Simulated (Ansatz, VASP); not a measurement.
# Cross-check of Ru (Ruthenium) between VASP and Ansatz, part 2 of 2

Wanted: the spread between two codes on one cell, functional and k mesh. The cell is taken from a series of runs on this material, whose earlier steps may have relaxed, scaled, displaced or heated it; both programs get it as it stands.

VASP 6.6.1 and Ansatz 0.2.0.

So far: The starting structure; VASP: zone-centre phonons, PBEsol.

### Step 3. Ansatz: zone-centre phonons, PBEsol

Level of this step: Ansatz beside VASP: Kohn-Sham DFT, plane waves, PBEsol (Ansatz).

Ansatz runs on its PAW soft_1 files.

The same cell, functional, mesh and smearing now go to Ansatz, which takes its cutoff from its data sets.

File input.yaml:

```yaml
crystal:
  lattice:
    - [2.798119129, 0.0, 0.0]
    - [-1.3990595645, 2.4232422485, 0.0]
    - [0.0, 0.0, 4.1540185431]
  atoms:
    - { symbol: Ru, position: [0.3333333333, 0.6666666667, 0.25] }
    - { symbol: Ru, position: [0.6666666667, 0.3333333333, 0.75] }
kpoints:
  mp_grid: { grid: [18, 18, 12] }
hamiltonian:
  xc: pbesol
  pseudopotentials: { kind: paw, azcp: { folder: soft_1 }, xc_functional: pbe }
scf:
  occupations: { method: methfessel_paxton, width: 0.2 }
output:
  eigenvalues: true
phonons:
  method: dfpt
```

The run is started by

```bash
$ ansatz run input.yaml --threads 4 --pin off --max-ram 10240MiB --backend cpu --events-out ev --progress --plain --runs-dir out
```

Numbers of over 12 decimals in the logs are rounded to 6 here.

Log:

```text
zone centre: on kpoints.mp_grid the ground state, and the responses unless they are solved on pairs of k-points, stand on 637 of the mesh's 3888 k-points, reduced under 4 symmetry operations, with k and −k counted as one. Each operation leaves every solved displacement unchanged or reverses it
Engine: ansatz 0.2.0, x86_64-unknown-linux-gnu
Pseudopotentials: kind: paw
Pseudopotential: Ru, paw, valence charge 16, recommended cutoff 420 eV (normal), soft_1/Ru.paw.azcp
Functional definition: PBEsol
  exchange = pbesol_x
  correlation = pbesol_c
Crystal: 2 atoms, lattice volume = 28.166 Å³
Basis set: ecut = 420 eV, 577 PW (Γ), exchange–correlation on 40×40×60 points (8 copies of the dense FFT grid, shifted against one another)
Bands: 20, of which v1, the nominal top of the filled ones, is band 16 counted from 1 (15 counted from 0)
Symmetry: 24 space group operations
k-points: 637 of 3888 (irreducible under 4 space group operations, time reversal used)
Non-local potential: Ru, projectors of the file, l = 0: 3, l = 1: 2, l = 2: 2, l = 3: 1
PAW form: soft (Blöchl's): semilocal exchange-correlation on the pseudo side does not see the compensation charge
PAW frozen core: Ru, regenerated for the run's functional, and the local potential with it (the file was generated under x = pbe(κ = 0.804, μ = 0.219515), c = pbe(β = 0.066725))
PAW one-centre angular grid: Ru, 590 points (default); XC on 64 Gauss nodes
Initial density: superposition of atomic densities (chi_scale 0.1, normalization cell)
Initial wavefunctions: pseudopotential atomic-orbital guess
Functional: x = pbesol(κ = 0.804, μ = 0.123457), c = pbesol(β = 0.046)
SCF iter   1: F=—  HF=-11634.453642 eV  |F-HF|=—  |Δ(HF+E_count)|=         —  Δρ=1.30e-1  dr2=4.65e0  ethr=3.10e-3  ⟨swp⟩=5.1  Hψ=111205  notcnv=0  defer=42
automatic band count: the SCF goes on with 24 bands, as 20 were too few: they end inside the smearing window of the response
preconditioner: auto → none  [metal: Δε(μ)=0.027 eV  Ē_g=11.117 eV  σ=0.200 eV  W_gap=0.11  n_scr=8 (ndim 8)  ℏωp=28.0 eV  f_vac=0.000  D(μ)=1.42/eV (n_scr^D=20)  sad-step TF]
SCF iter   2: F=—  HF=-11633.419895 eV  |F-HF|=—  |Δ(HF+E_count)|=    1.03e0  S|Δr|=    0.00e0  Δρ=7.43e-2  dr2=1.53e0  ethr=3.10e-3  ⟨swp⟩=2.8  Hψ=29947  notcnv=0  defer=1703
SCF iter   3: F=—  HF=-11632.930565 eV  |F-HF|=—  |Δ(HF+E_count)|=   4.89e-1  S|Δr|=    0.00e0  Δρ=3.87e-3  dr2=1.77e-3  ethr=3.10e-3  ⟨swp⟩=2.2  Hψ=22959  notcnv=0  defer=1703
SCF iter   4: F=—  HF=-11632.931558 eV  |F-HF|=—  |Δ(HF+E_count)|=   9.93e-4  S|Δr|=    0.00e0  Δρ=5.67e-4  dr2=3.25e-5  ethr=5.55e-6  ⟨swp⟩=2.5  Hψ=31707  notcnv=0  defer=1504
SCF iter   5: F=—  HF=-11632.931559 eV  |F-HF|=—  |Δ(HF+E_count)|=   9.64e-7  S|Δr|=    0.00e0  Δρ=1.75e-4  dr2=4.22e-6  ethr=1.02e-7  ⟨swp⟩=2.0  Hψ=23979  notcnv=0  defer=1504
SCF iter   6: F=—  HF=-11632.931559 eV  |F-HF|=—  |Δ(HF+E_count)|=   8.69e-7  S|Δr|=    0.00e0  Δρ=6.18e-5  dr2=7.09e-7  ethr=1.32e-8  ⟨swp⟩=1.0  Hψ=13829  notcnv=0  defer=1504
SCF iter   7: F=—  HF=-11632.931558 eV  |F-HF|=—  |Δ(HF+E_count)|=   4.73e-7  S|Δr|=    0.00e0  Δρ=1.24e-5  dr2=2.93e-8  ethr=2.21e-9  ⟨swp⟩=2.6  Hψ=22796  notcnv=0  defer=1504
SCF iter   8: F=—  HF=-11632.931558 eV  |F-HF|=—  |Δ(HF+E_count)|=   5.18e-9  S|Δr|=    0.00e0  Δρ=1.16e-6  dr2=1.92e-10  ethr=9.16e-11  ⟨swp⟩=2.7  Hψ=22330  notcnv=0  defer=1504
SCF iter   9: F=-11632.931558 eV  HF=-11632.931558 eV  |F-HF|=3.64e-12  |Δ(HF+E_count)|=  2.18e-11  S|Δr|=    0.00e0  Δρ=6.64e-8  dr2=5.73e-13  ethr=1.00e-12  ⟨swp⟩=10.8  Hψ=76178  notcnv=0
SCF 1 converged in 9 iterations: F = -11632.931558 eV  dr2 = 5.73e-13
  greatest PAW one-centre occupation: 1.000 electrons in one spin orbital (limit 2), on the Ru atom at site 1 (counted from 0), in its partial waves of l = 0
DFPT response loops at Γ: preconditioner auto → Kerker (q_TF=auto, 2.787 Å⁻¹) (partly filled bands, converged f_vac=0.000); β = 1.00, the filter's whole step (`scf.mixing.beta` (0.50) is not read by the response loops under this deck's `scf.mixing.preconditioner`; to damp them name `kerker` or `kerker_dos`, under which they read `scf.mixing.beta`, and type it under 1.00, their step now; both keys bind the ground state too); Broyden in place of MSR1
SCF converged after 9 iterations
Stability not checked: this state was not tested for a lower state beside it, because cold or Methfessel-Paxton smearing, or corrected tetrahedra, fill the levels in a way that the test cannot read (fill_not_monotonic; see scf.lower_state_search)
Free energy (F): -11632.931558 eV
Harris-Foulkes:  -11632.931558 eV  (|F-HF|=3.64e-12)
Internal energy: -11632.931306 eV  (E = F + TS)
E sigma→0 (E₀):  -11632.931495 eV
Entropy (-TS):   -0.000253 eV (-0.126 meV/atom)
Fermi energy:    22.167768 eV
--- Per-component energies (eV) ---
  E_band       = -146.303082
  E_kinetic    = 917.158329
  E_local      = -2625.894392  (includes V_loc(G=0)·N_el)
  E_nonlocal   = 828.538448
  E_hartree    = 867.296561
  E_xc         = -337.254107
  E_vxc        = -427.793293  (∫ρ·V_xc dr)
  E_paw        = -6879.736864  (= ΣΔE_a)
  E_vpaw       = -572.906496  (= ΣTr[D̂ρ^β])
  E_aug_tail   = 0.001231  (compensation charges beyond the density's cutoff)
  E_ewald      = -4403.547105
  E_core_change = 0.506593  (= ΣΔE_core)
  E_smearing   = -0.000253  (= −TS)
  E_closure    = 0.000000  (closes the sum)
  Σ components = -11632.931558   (vs F -11632.931558, Δ=0.00e0)
--- Band table (eV; the first three rows and the last of 637) ---
  k-point 0: bands = [... 12 lower, 20.3716, 20.3716, 20.4054, 20.4054, 20.4209, 23.2849, 23.2849, 24.0905, ... 4 higher]
  k-point 1: bands = [... 12 lower, 20.3378, 20.3378, 20.3721, 20.5497, 20.5497, 23.3092, 23.3092, 23.7931, ... 4 higher]
  k-point 2: bands = [... 12 lower, 20.1590, 20.1590, 20.2350, 20.9324, 20.9324, 23.0386, 23.3545, 23.3545, ... 4 higher]
  k-point 636: bands = [... 12 lower, 19.6177, 19.6177, 20.8259, 20.8259, 23.6013, 23.6013, 26.8479, 26.8479, ... 4 higher]
--- Phonons (Γ-DFPT): 2 representative perturbations + reference, on 637 of 3888 k-points (Σ response iterations 6) ---
  k mesh reduced under 4 symmetry operations, with k and −k counted as one. Each operation leaves every solved displacement unchanged or reverses it
  ASR residual: 6.312e-5 → 0.000e0 eV/Å²; symmetrization residual: 8.225e-13 eV/Å²
  ASR residual per site (eV/Å²): 6.31e-5 6.31e-5
  Γ frequencies (cm⁻¹): 0.00 0.00 0.00 202.54 202.54 271.62
  non-analytic LO–TO correction: not included (Born effective charges unavailable; polar crystals: no LO–TO splitting at Γ)
```

### Step 4. Comparison

Known differences besides the potentials themselves: the data sets hold 32 valence electrons in Ansatz (on its PAW soft_1 files) and 28 in VASP; the cutoff is 420 eV in Ansatz and 500 eV in VASP; Ansatz makes its cores anew for this functional, VASP keeps those of its PBE data sets. Total energies have different zeros and are not compared.

Compared:

```
                  quantity  Ansatz   VASP  difference
optical mode 1 to 2 (cm⁻¹)   202.5  202.4     +0.05 %
     optical mode 3 (cm⁻¹)   271.6  271.7     -0.03 %
```

Modes are paired by rising frequency, not by their patterns, so a pair may set unlike modes beside each other; they are those without the splitting of longitudinal modes.

### Step 5. Summary of results

* r.m.s. difference of the optical zone-centre modes, each program's sorted by frequency (zone-centre phonons, PBEsol): 0.10 cm⁻¹

The r.m.s. difference of the optical zone-centre modes, each program's sorted by frequency is 0.10 cm⁻¹ (zone-centre phonons, PBEsol). The data sets hold unlike numbers of valence electrons (32 in Ansatz and 28 in VASP), so part of the differences may come from the potentials. How closely two codes agree says nothing of how well the functional describes the real material.

[Lines on the potential files, build, host, timing and source positions are cut from VASP's logs without a mark.]

[Logs are printed without paths, hosts, clocks, repeated set-up lines and the standing remarks that a program may print on its own settings, such as how far it seeks lower states.]

[Hosts, paths, dates, database ids (printed as entryN), source tags and the programs' standing remarks are cut or masked in the printed files.]
